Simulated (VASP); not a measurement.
Given:

```xyz
2
Lattice="0.0000 2.7615 2.7615 2.7615 0.0000 2.7615 2.7615 2.7615 0.0000" Properties=species:S:1:pos:R:3 pbc="T T T"
Ge     0.0000     0.0000     0.0000
Ge     1.3808     1.3808     1.3808
```

Method: PBE GGA, VASP's PBE PAW potentials (set 64) (plane waves; VASP). Numerical set-up: 500 eV cut-off, 8×8×8 Γ-centred mesh, Gaussian smearing of 0.050 eV, potentials Ge_d.

Task: Estimate the energy per atom (σ→0), pressure, band gap (on the k-mesh) with the smallest direct gap where there is one.

Result: 
```yaml
band gap (on the k-mesh): 0.42 eV
smallest direct gap (on the k-mesh): 0.71 eV
energy per atom (σ→0): -4.434 eV/atom
pressure: 9.91 GPa
```

Only differences to runs with the same potentials and settings are physical.

The compound is Ge in the diamond structure. It was relaxed first under an external pressure of 10 GPa.
